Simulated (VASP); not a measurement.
Calculation: revTPSS meta-GGA, VASP's PBE PAW potentials (set 64) (plane waves; VASP 6.6.1).

VASP input:

KPOINTS:
```
Regular mesh
0
gamma
 10 10 10
0 0 0
```

**INCAR**
```
# general
SYSTEM =LiF
PREC   =Accurate
ENCUT  =520
LREAL  =.FALSE.
LASPH  =.TRUE.

# electronic loop
EDIFF  =1E-6
NELM   =100
ALGO   =Normal
LMIXTAU=.TRUE.

# smearing
ISMEAR =0
SIGMA  =0.05

# functional
METAGGA=RTPSS

# ions
IBRION =2
NSW    =60
ISIF   =3
EDIFFG =-0.01

# output
LWAVE  =.FALSE.
LCHARG =.FALSE.
```

POSCAR:
```
LiF
1
    0.0000000000     1.9934160675     1.9934160675
    1.9934160675     0.0000000000     1.9934160675
    1.9934160675     1.9934160675     0.0000000000
Li F
1 1
Direct
  0.0000000000   0.0000000000   0.0000000000
  0.5000000000   0.5000000000   0.5000000000
```

POTCAR, in this order: Li_sv F (PBE.64 set). Program: vasp_std.

The resulting files:

File OSZICAR:
```
       N       E                     dE             d eps       ncg     rms          rms(c)
DAV:   1     0.419030554718E+03    0.41903E+03   -0.28538E+07   846   0.529E+07
DAV:   2    -0.190638383467E+04   -0.23254E+04   -0.23062E+04  1656   0.134E+04
DAV:   3    -0.119343228015E+01    0.19052E+04   -0.11507E+04  1536   0.862E+03
DAV:   4    -0.820829608188E+03   -0.81964E+03   -0.91494E+03  1417   0.166E+03
DAV:   5    -0.106122975927E+04   -0.24040E+03   -0.12223E+04  1506   0.199E+03    0.109E+01
DAV:   6    -0.132413138097E+02    0.10480E+04   -0.54840E+02   983   0.210E+02    0.122E+01
DAV:   7    -0.127419501694E+02    0.49936E+00   -0.11082E+01  1028   0.420E+01    0.825E+00
DAV:   8    -0.117661329894E+02    0.97582E+00   -0.55931E+00  1059   0.215E+01    0.151E+00
DAV:   9    -0.128317050340E+02   -0.10656E+01   -0.64912E+00   916   0.192E+01    0.427E+00
DAV:  10    -0.121409395408E+02    0.69077E+00   -0.13685E+01   879   0.330E+01    0.367E+00
DAV:  11    -0.118932941733E+02    0.24765E+00   -0.13011E+00   931   0.109E+01    0.891E-01
DAV:  12    -0.119764190147E+02   -0.83125E-01   -0.20084E-01   942   0.536E+00    0.399E-01
DAV:  13    -0.119740435441E+02    0.23755E-02   -0.13698E-02   916   0.141E+00    0.436E-01
DAV:  14    -0.119594912592E+02    0.14552E-01   -0.14505E-02   973   0.960E-01    0.192E-01
DAV:  15    -0.119863220365E+02   -0.26831E-01   -0.60428E-02   972   0.366E+00    0.232E-01
DAV:  16    -0.119825097327E+02    0.38123E-02   -0.70212E-03   899   0.125E+00    0.171E-01
DAV:  17    -0.119809966401E+02    0.15131E-02   -0.14940E-03   881   0.467E-01    0.113E-01
DAV:  18    -0.119841677801E+02   -0.31711E-02   -0.27704E-03   923   0.807E-01    0.105E-01
DAV:  19    -0.119842566551E+02   -0.88875E-04   -0.92214E-05  1061   0.127E-01    0.831E-02
DAV:  20    -0.119847233940E+02   -0.46674E-03   -0.23540E-04   956   0.262E-01    0.585E-02
DAV:  21    -0.119848269075E+02   -0.10351E-03   -0.59749E-05   878   0.133E-01    0.395E-02
DAV:  22    -0.119848899121E+02   -0.63005E-04   -0.60215E-05   867   0.131E-01    0.186E-02
DAV:  23    -0.119849107094E+02   -0.20797E-04   -0.20750E-05   912   0.817E-02    0.743E-03
DAV:  24    -0.119849134839E+02   -0.27745E-05   -0.42059E-06   909   0.324E-02    0.198E-03
DAV:  25    -0.119849138743E+02   -0.39042E-06   -0.10734E-06   920   0.185E-02
   1 F= -.11984914E+02 E0= -.11984914E+02  d E =-.119849E+02
```

### OUTCAR
```
------------------------ aborting loop because EDIFF is reached ----------------------------------------
  FORCE on cell =-STRESS in cart. coord.  units (eV):
  Direction    XX          YY          ZZ          XY          YZ          ZX
  --------------------------------------------------------------------------------------
  Total       -0.0025977     -0.0025977     -0.0025977     -0.0000000     -0.0000000      0.0000000
  in kB       -0.2627048     -0.2627048     -0.2627048     -0.0000000     -0.0000000      0.0000000
  external PRESSURE =      -0.2627048 kB  Pullay stress =       0.0000000 kB
  volume of cell :       15.84
      direct lattice vectors                 reciprocal lattice vectors
     0.000000000  1.993416068  1.993416068    -0.250825710  0.250825710  0.250825710
     1.993416068  0.000000000  1.993416068     0.250825710 -0.250825710  0.250825710
     1.993416068  1.993416068  0.000000000     0.250825710  0.250825710 -0.250825710
  FREE ENERGIE OF THE ION-ELECTRON SYSTEM (eV)
  ---------------------------------------------------
  free  energy   TOTEN  =       -11.9849138743 eV

  energy  without entropy=      -11.9849138743  energy(sigma->0) =      -11.98491387

 reached required accuracy - stopping structural energy minimisation
```
(Selected blocks of OUTCAR.)

The compound is LiF in the rock salt structure. It was relaxed first. The start is the result of an earlier pass.
